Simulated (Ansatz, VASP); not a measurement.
**Cross-check of Si (diamond) between VASP and Ansatz**

Wanted: the spread between two codes on one cell, functional and k mesh. The cell is taken from a series of runs on this material, whose earlier steps may have relaxed, scaled, displaced or heated it; both programs get it as it stands.

Method: plane waves, with VASP 6.6.1 beside it; PBE0, in Ansatz 0.2.0.

**1. The starting structure**

The structure is cubic, space group Fd-3m (No. 227). Conventional cell: a = 5.470 Å, b = 5.470 Å, c = 5.470 Å, α = 90.00°, β = 90.00°, γ = 90.00°. Si has 4 Si at 2.37 Å nearest.

Coordinates:

```
Si
1.0
     0.00000    2.73489    2.73489
     2.73489    0.00000    2.73489
     2.73489    2.73489    0.00000
Si
2
Direct
  0.00000 0.00000 0.00000
  0.25000 0.25000 0.25000
```

**2. VASP: single point, PBE0**

A single point takes one fixed geometry, so differences don't come from the geometry; what else differs is listed under the comparison.

Lines of VASP's logs that name or quote its potential files are left out, and so is its time.

The run reads the wave functions of an earlier VASP run, which isn't shown here.

The input, INCAR:

```
SYSTEM = Si
PREC = Accurate
ENCUT = 400
EDIFF = 1E-06
NELM = 100
ISMEAR = -1
SIGMA = 0.01
LREAL = .FALSE.
ALGO = Normal
LHFCALC = .TRUE.
AEXX = 0.25
GGA = PE
LASPH = .TRUE.
NBANDS = 10
PRECFOCK = Fast
LORBIT = 11
LWAVE = .FALSE.
LCHARG = .FALSE.
KPAR = 4
ISIF = 2
```

The input, POSCAR:

```
Si
1.0
    0.0000000000      2.7348874723      2.7348874723
    2.7348874723      0.0000000000      2.7348874723
    2.7348874723      2.7348874723      0.0000000000
Si
2
Direct
    0.0000000000      0.0000000000      0.0000000000
    0.2500000000      0.2500000000      0.2500000000
```

The input, KPOINTS:

```
Automatic mesh
0
Gamma
6 6 6
0 0 0
```

The projector-augmented-wave data sets are Si (PBE family, release 64).

The run is started by

```bash
$ mpirun -np 4 vasp_std
```

Numbers of over 12 decimals in the logs are rounded to 6 here.

Log:

```text
[banner, memory and clock lines left out]
running    4 mpi-ranks, on    1 nodes
 distrk:  each k-point on    1 cores,    4 groups
 distr:  one band on    1 cores,    1 groups

 POSCAR found type information on POSCAR Si
 POSCAR found :  1 types and       2 ions
 LDA part: xc-table for (Slater+PW92), standard interpolation
 found WAVECAR, reading the header
 POSCAR, INCAR and KPOINTS ok, starting setup
 FFT: planning ... GRIDC
 FFT: planning ... GRID_SOFT
 FFT: planning ... GRID
 reading WAVECAR
 the WAVECAR file was read successfully
 initial charge from wavefunction
 entering main loop
       N       E                     dE             d eps       ncg     rms          rms(c)
DAV:   1    -0.135554967061E+02   -0.13555E+02   -0.42226E-01   330   0.399E+00    0.337E+00
DAV:   2    -0.135598197917E+02   -0.43231E-02   -0.10124E-02   372   0.686E-01    0.225E+00
DAV:   3    -0.135594019433E+02    0.41785E-03   -0.60969E-04   350   0.142E-01    0.132E+00
DAV:   4    -0.135591939366E+02    0.20801E-03   -0.53633E-05   348   0.470E-02    0.762E-01
DAV:   5    -0.135591183755E+02    0.75561E-04   -0.18308E-05   346   0.267E-02    0.436E-01
DAV:   6    -0.135590925179E+02    0.25858E-04   -0.72556E-06   342   0.165E-02    0.248E-01
DAV:   7    -0.135590839224E+02    0.85956E-05   -0.26953E-06   306   0.992E-03    0.141E-01
DAV:   8    -0.135590811552E+02    0.27672E-05   -0.91166E-07   166   0.583E-03    0.808E-02
DAV:   9    -0.135590803236E+02    0.83154E-06   -0.39099E-07   166   0.398E-03
   1 F= -.13559080E+02 E0= -.13559080E+02  d E =-.753218E-11
```

From OUTCAR (step 2):

```text
ion  position               nearest neighbor table
   1  0.000  0.000  0.000-   2 2.37   2 2.37   2 2.37   2 2.37
   2  0.250  0.250  0.250-   1 2.37   1 2.37   1 2.37   1 2.37

  LATTYP: Found a face centered cubic cell.
 ALAT       =     5.4697749446

 Subroutine GETGRP returns: Found 48 space group operations
 (whereof 24 operations were pure point group operations)

The static configuration has the point symmetry T_d .
 The point group associated with its full space group is O_h .

 Found     16 irreducible k-points:

   k-points           NKPTS =     16   k-points in BZ     NKDIM =    216   number of bands    NBANDS=     10

   dimension x,y,z NGX =    28 NGY =   28 NGZ =   28
   dimension x,y,z NGXF=    56 NGYF=   56 NGZF=   56

   ENCUT  =  400.0 eV  29.40 Ry    5.42 a.u.   6.31  6.31  6.31*2*pi/ulx,y,z

   NELECT =       8.0000    total number of electrons

 k-points in reciprocal lattice and weights: Automatic mesh
   0.00000000  0.00000000  0.00000000       0.005
   0.16666667  0.00000000  0.00000000       0.037
   0.33333333  0.00000000  0.00000000       0.037
   0.50000000  0.00000000  0.00000000       0.019
   0.16666667  0.16666667  0.00000000       0.028
   0.33333333  0.16666667  0.00000000       0.111
   0.50000000  0.16666667  0.00000000       0.111
  -0.33333333  0.16666667  0.00000000       0.111
  -0.16666667  0.16666667  0.00000000       0.056
[...]
-0.33333333  0.33333333  0.16666667       0.111
  -0.33333333  0.50000000  0.16666667       0.056

  exchange ACFDT corr.  =         0.00000000  see jH, gK, PRB 81, 115126

 average (electrostatic) potential at core
       1 -79.3600       2 -79.3600

 E-fermi :   5.1220

 k-point     1 :       0.0000    0.0000    0.0000
  band No.  band energies     occupation
      1      -8.3109      2.00000
      2       4.9171      2.00000
      3       4.9171      2.00000
      4       4.9171      2.00000
      5       8.9171      0.00000
      6       8.9171      0.00000
      7       8.9171      0.00000
      8       9.6656      0.00000
      9      14.4167      0.00000
    ...

 k-point     2 :       0.1667    0.0000    0.0000
  band No.  band energies     occupation
      1      -7.9174      2.00000
      2       2.3370      2.00000
      3       4.4474      2.00000
      4       4.4474      2.00000
      5       8.6388      0.00000
      6       9.6037      0.00000
      7       9.6037      0.00000
      8      11.8824      0.00000
      9      13.7198      0.00000
    ...

 k-point     3 :       0.3333    0.0000    0.0000
  band No.  band energies     occupation
      1      -6.8098      2.00000
      2      -0.9706      2.00000
      3       3.8328      2.00000
      4       3.8328      2.00000
      5       7.9967      0.00000
      6       9.9400      0.00000
      7       9.9400      0.00000
      8      14.4155      0.00000
      9      14.6743      0.00000
    ...

  Total       -0.5239728     -0.5239728     -0.5239728     -0.0000000      0.0000000      0.0000000
  in kB      -20.5196961    -20.5196961    -20.5196961     -0.0000000      0.0000000      0.0000000
  external PRESSURE =     -20.5196961 kB  Pullay stress =       0.0000000 kB

  energy-cutoff  :      400.00
  volume of cell :       40.91
      direct lattice vectors                 reciprocal lattice vectors
     0.000000000  2.734887472  2.734887472    -0.182822878  0.182822878  0.182822878
     2.734887472  0.000000000  2.734887472     0.182822878 -0.182822878  0.182822878
     2.734887472  2.734887472  0.000000000     0.182822878  0.182822878 -0.182822878

 POSITION                                       TOTAL-FORCE (eV/Angst)
 -----------------------------------------------------------------------------------
      0.00000      0.00000      0.00000        -0.000000     -0.000000     -0.000000
      1.36744      1.36744      1.36744         0.000000      0.000000      0.000000
 -----------------------------------------------------------------------------------
    total drift:                                0.000000      0.000000      0.000000

  FREE ENERGIE OF THE ION-ELECTRON SYSTEM (eV)
  ---------------------------------------------------
  free  energy   TOTEN  =       -13.5590803236 eV

  energy  without entropy=      -13.5590803236  energy(sigma->0) =      -13.55908032

 total charge
# of ion       s       p       d       tot
------------------------------------------
    1        0.756   0.951   0.000   1.707
    2        0.756   0.951   0.000   1.707
--------------------------------------------------
tot          1.511   1.903   0.000   3.414

[... 3 further parts left out ...]
```

The run ends at a pressure of -2.05 GPa.

**3. Ansatz: single point, PBE0**

Ansatz runs on its default PAW (the set named soft_2) files.

The same cell, functional, mesh and smearing now go to Ansatz.

The input, input.yaml:

```yaml
crystal:
  lattice:
    - [0.0, 2.7348874723, 2.7348874723]
    - [2.7348874723, 0.0, 2.7348874723]
    - [2.7348874723, 2.7348874723, 0.0]
  atoms:
    - { symbol: Si, position: [0.0, 0.0, 0.0] }
    - { symbol: Si, position: [0.25, 0.25, 0.25] }
basis:
  ecutwfc: 420
  xc_grid: 2
hamiltonian:
  xc: pbe0
kpoints:
  mp_grid: { grid: [6, 6, 6] }
scf:
  occupations: { method: fermi_dirac, width: 0.01 }
  max_iter: 150
output:
  forces: true
  stress: true
checkpoint:
  write: "../pbe0.run"
  compress: false
  write_wavefunctions: false
  write_every: 100000
```

The run is started by

```bash
$ ansatz run input.yaml --threads 4 --pin off --max-ram 9420MiB --backend cpu --events-out ev --progress --plain --runs-dir out
```

Log:

```text
Warning: output.stress: scf.convergence.dr2_threshold = 1e-7 eV (the SCF's general default) is looser than the 2e-10 eV advised for a printed stress (1e-10 eV for each atom of the cell: 2). What an SCF threshold leaves in a stress goes as its square root, and in the free energy as the threshold itself, and one threshold admits the most on a small cell: [figures from the program's tests cut] Set scf.convergence.dr2_threshold to 2e-10 eV or tighter. The threshold is an SCF's pass mark: one that does not reach it within its budget of iterations ends unconverged, or closes short of it on a stop that the run arms, and scf.convergence.dr2_threshold's page says what that costs each kind of run
Warning: output.stress: scf.exx.energy_threshold = 1e-6 eV is looser than the 2e-8 eV advised for a stress under a hybrid functional (1e-8 eV for each atom of the cell: 2). Every SCF of the exchange loop can meet its threshold on dr2 while the loop round them stops early: no threshold on dr2 bounds what that leaves in the stress. Set scf.exx.energy_threshold to 2e-8 eV or tighter. The threshold is the loop's pass mark: a loop that does not reach it within its budget of cycles ends unconverged, and scf.exx.energy_threshold's page has the law
Engine: ansatz 0.2.0, aarch64-unknown-linux-gnu
Pseudopotentials: kind: paw
Pseudopotential: Si, paw, valence charge 4, recommended cutoff 420 eV (normal), Si.paw.azcp
Functional definition: PBE0
  parameter a = 0.25
  parameter kappa = 0.804
  parameter beta = 0.066725
  exchange = (1 - a)*pbe_x(kappa = kappa, mu = beta*pi^2/3) + a*exact_x
  correlation = pbe_c(beta = beta)
Crystal: 2 atoms, lattice volume = 40.912 Å³
Basis set: ecut = 420 eV, 821 PW (Γ), exchange–correlation on 54×54×54 points (8 copies of the dense FFT grid, shifted against one another)
Bands: 8, of which v1, the nominal top of the filled ones, is band 4 counted from 1 (3 counted from 0)
Symmetry: 48 space group operations
Space group: Fd-3m (ITA 227), of the structure as read, at distance tolerance 3.4e-5 Å
k-points: 16 of 216
Non-local potential: Si, projectors of the file, l = 0: 2, l = 1: 2, l = 2: 2
PAW form: soft (Blöchl's): semilocal exchange-correlation on the pseudo side does not see the compensation charge
PAW frozen core: Si, regenerated for the run's functional, and the local potential with it (the file was generated under x = pbe(κ = 0.804, μ = 0.219515), c = pbe(β = 0.066725))
PAW one-centre angular grid: Si, 110 points (default); XC on 64 Gauss nodes
Initial density: superposition of atomic densities (neutral atoms: chi_scale 0, normalization atom), corrected by the library's trained network
Initial wavefunctions: pseudopotential atomic-orbital guess
Functional: x = pbe(κ = 0.804, μ = 0.219515), c = pbe(β = 0.066725), warm-up for x = 0.75 pbe(κ = 0.804, μ = 0.219515) + 0.25 exact, c = pbe(β = 0.066725)
SCF iter   1: F=—  HF=-1271.590938 eV  |F-HF|=—  |Δ(HF+E_count)|=         —  Δρ=8.52e-4  dr2=1.66e-4  ethr=1.77e-3  ⟨swp⟩=7.5  Hψ=646  notcnv=0
preconditioner: auto → none  [insulator: Δε(μ)=0.741 eV  Ē_g=9.374 eV  σ=0.010 eV  W_gap=1.00  n_scr=8 (ndim 8)  ℏωp=16.4 eV  f_vac=0.000  D(μ)=0.00/eV (n_scr^D=0)]
SCF iter   2: F=-1271.591177 eV  HF=-1271.591134 eV  |F-HF|=4.33e-5  |Δ(HF+E_count)|=   1.96e-4  Δρ=3.99e-4  dr2=3.11e-5  ethr=2.07e-6  ⟨swp⟩=4.6  Hψ=421  notcnv=0  defer=13
SCF 1 stopped early in 2 iterations: F = -1271.591177 eV  dr2 = 3.11e-5
  greatest PAW one-centre occupation: 0.631 electrons in one spin orbital (limit 2), on the Si atom at site 1 (counted from 0), in its partial waves of l = 0
Initial density: handed on by an earlier stage of this run
Initial wavefunctions: those handed on with the density
Functional: x = 0.75 pbe(κ = 0.804, μ = 0.219515) + 0.25 exact, c = pbe(β = 0.066725)
Frozen-core exchange: fock
SCF iter   1: F=—  HF=-1272.903707 eV  |F-HF|=—  |Δ(HF+E_count)|=         —  Δρ=2.80e-3  dr2=2.55e-3  ethr=3.89e-6  ⟨swp⟩=6.0  Hψ=630  notcnv=0
preconditioner: auto → none  [insulator: Δε(μ)=1.902 eV  Ē_g=11.495 eV  σ=0.010 eV  W_gap=1.00  n_scr=8 (ndim 8)  ℏωp=16.4 eV  f_vac=0.000  D(μ)=0.00/eV (n_scr^D=0)]
SCF iter   2: F=—  HF=-1272.902641 eV  |F-HF|=—  |Δ(HF+E_count)|=   1.07e-3  Δρ=1.28e-3  dr2=1.19e-3  ethr=3.89e-6  ⟨swp⟩=3.1  Hψ=327  notcnv=0
SCF iter   3: F=—  HF=-1272.907074 eV  |F-HF|=—  |Δ(HF+E_count)|=   4.43e-3  Δρ=5.95e-4  dr2=1.38e-4  ethr=3.89e-6  ⟨swp⟩=3.9  Hψ=353  notcnv=0
iter 4 solved again at ethr=1.77e-8 eV; its pass at ethr=1.22e-6 eV (dr2=1.41e-6 eV) is discarded
SCF iter   4: F=—  HF=-1272.907039 eV  |F-HF|=—  |Δ(HF+E_count)|=   3.56e-5  Δρ=7.01e-5  dr2=2.65e-5  ethr=1.77e-8  ⟨swp⟩=4.0  Hψ=463  notcnv=0
eigensolver tolerance schedule: the retry pair's looser diagonalisation over-reported the residual by 0.26 of it (diagonalisation noise at 0.27 of the residual, at the tolerance the schedule requests for it); recorded, not acted on — ethr = c·dr2/N_el stays at c = 1.0e-1
SCF iter   5: F=—  HF=-1272.907182 eV  |F-HF|=—  |Δ(HF+E_count)|=   1.43e-4  Δρ=1.24e-4  dr2=6.91e-6  ethr=1.40e-8  ⟨swp⟩=4.8  Hψ=345  notcnv=0
SCF iter   6: F=-1272.907180 eV  HF=-1272.907180 eV  |F-HF|=1.80e-7  |Δ(HF+E_count)|=   2.18e-6  Δρ=1.64e-6  dr2=1.22e-6  ethr=1.40e-8  ⟨swp⟩=3.0  Hψ=260  notcnv=0
SCF 2 stopped early in 6 iterations: F = -1272.907180 eV  dr2 = 1.22e-6
  greatest PAW one-centre occupation: 0.634 electrons in one spin orbital (limit 2), on the Si atom at site 1 (counted from 0), in its partial waves of l = 0
hybrid outer 1: dexx = +5.596e-3 eV, tail = 3.70e-6 eV
Frozen-core exchange: fock
SCF iter   1: F=—  HF=-1272.907174 eV  |F-HF|=—  |Δ(HF+E_count)|=         —  Δρ=2.19e-5  dr2=2.05e-7  ethr=2.31e-7  ⟨swp⟩=3.7  Hψ=324  notcnv=0
preconditioner: auto → none  [insulator: Δε(μ)=1.973 eV  Ē_g=11.512 eV  σ=0.010 eV  W_gap=1.00  n_scr=8 (ndim 8)  ℏωp=16.4 eV  f_vac=0.000  D(μ)=0.00/eV (n_scr^D=0)]
SCF iter   2: F=—  HF=-1272.907174 eV  |F-HF|=—  |Δ(HF+E_count)|=   1.48e-7  Δρ=1.01e-5  dr2=3.65e-8  ethr=2.16e-9  ⟨swp⟩=3.8  Hψ=268  notcnv=0
SCF iter   3: F=-1272.907174 eV  HF=-1272.907174 eV  |F-HF|=2.85e-10  |Δ(HF+E_count)|=   7.99e-9  Δρ=4.21e-6  dr2=2.55e-9  ethr=3.24e-10  ⟨swp⟩=2.2  Hψ=202  notcnv=0  defer=1
SCF 3 converged in 3 iterations: F = -1272.907174 eV  dr2 = 2.55e-9
  Residual-converged pass: ⟨swp⟩=3.1  Hψ=257  notcnv=0  max |occ|·‖R‖ = 2.1e-6 eV (tolerance 2.4e-6 eV)  dr2=2.45e-9  dr2_onsite=1.39e-10  max |Δocc| = 0.0e0
hybrid outer 2: dexx = +2.110e-7 eV, tail = 6.26e-9 eV, Δε = 9.56e-4 eV (about 4.41e-5 eV left of the loop's levels)
hybrid SCF converged: 2 outer / 9 inner (+2 warm-up), last move |dexx| = 2.11e-7 eV, tail = 6.26e-9 eV
Stability not checked: this state was not tested for a lower state beside it, because the functional holds exact exchange (a hybrid, or Hartree-Fock), whose exchange loop this test does not read (fock_operator; see scf.lower_state_search)
Free energy (F): -1272.907174 eV
Frozen-core exchange: fock
Harris-Foulkes:  -1272.907174 eV  (|F-HF|=2.85e-10)
Internal energy: -1272.907174 eV  (E = F + TS)
E sigma→0 (E₀):  -1272.907174 eV
Fermi energy:    6.322385 eV
--- Per-component energies (eV) ---
  E_band       = -1.964260
  E_kinetic    = 80.343203
  E_local      = -55.109460  (includes V_loc(G=0)·N_el)
  E_nonlocal   = 50.360726
  E_hartree    = 15.244901
  E_xc         = -85.356596
  E_vxc        = -72.720087  (∫ρ·V_xc dr)
  E_exx        = -14.345411  (= α·E_x^exact, valence–valence)
  E_paw        = -1037.032097  (= ΣΔE_a)
  E_vpaw       = -6.637688  (= ΣTr[D̂ρ^β])
  E_aug_tail   = 0.000013  (compensation charges beyond the density's cutoff)
  E_ewald      = -226.899228
  E_core_change = -0.113223  (= ΣΔE_core)
  E_smearing   = -0.000000  (= −TS)
  E_closure    = -0.000002  (closes the sum)
  Σ components = -1272.907174   (vs F -1272.907174, Δ=2.27e-13)
--- Forces (eV/Å), atoms counted from 1 ---
  atom   1  Si     0.00000000    -0.00000000     0.00000000
  atom   2  Si    -0.00000000    -0.00000000    -0.00000000
  max |Σ_I F_I| component: 3.70e-17 eV/Å
--- Stress (GPa, compression-positive) ---
       -1.696825      -0.000000      -0.000000
        0.000000      -1.696825       0.000000
       -0.000000       0.000000      -1.696825
  P = ⅓ Tr σ = -1.6968 GPa (-16.968 kbar)
--- Band table (eV; the first three rows and the last of 16) ---
  k-point 0: bands = ["-7.8976", "5.3422", "5.3422", "5.3422", "9.3060", "9.3060"]
  k-point 1: bands = ["-7.5041", "2.7497", "4.8701", "4.8701", "9.0299", "9.9960"]
  k-point 2: bands = ["-6.3964", "-0.5613", "4.2524", "4.2524", "8.3861", "10.3318"]
  k-point 15: bands = ["-3.2252", "-3.2252", "1.3893", "1.3893", "9.4734", "9.4734"]
  guard bands above this table: 2 of the run's 8 bands. The solve was not asked for them (output.publish_guard_bands: true or output.eigenvalues: true publishes all)
```

In the SCF lines HF is the Harris–Foulkes energy and dr2 the Hartree energy of the density residual, in eV; the loop may stop once dr2 is under the threshold and the program's other checks hold. Hψ counts applications of the Hamiltonian.

The run ends at a pressure of -1.70 GPa.

**4. Side by side**

Known differences besides the potentials themselves: exact exchange at q = 0 is treated differently, which shows on coarse meshes; VASP keeps PBE cores, Ansatz makes them for the functional; the cutoff is 420 eV in Ansatz and 400 eV in VASP; VASP takes a coarser grid for exact exchange (PRECFOCK = Fast). Total energies have different zeros and are not compared.

Both answers:

| quantity | Ansatz | VASP | difference |
| --- | --- | --- | --- |
| pressure (GPa) | -1.70 | -2.05 | +0.36 |
| gap on the k mesh (eV) | 1.973 | 2.011 | -0.038 |

A gap on the mesh is an upper bound, since the band edges may lie between its points.

**5. Outcome**

| Quantity | Value |
| --- | --- |
| difference in gap on the k mesh (single point, PBE0) | -0.038 eV |

The difference in gap on the k mesh is -0.038 eV (single point, PBE0), within the 0.08 eV picked in this series as the mark of a large difference. How closely two codes agree says nothing of how well the functional describes the real material.

[Lines on the potential files, build, host, timing and source positions are cut from VASP's logs without a mark.]

[Logs are printed without paths, hosts, clocks, repeated set-up lines and the standing remarks that a program may print on its own settings, such as how far it seeks lower states.]

[Hosts, paths, dates, database ids (printed as entryN), source tags and the programs' standing remarks are cut or masked in the printed files.]
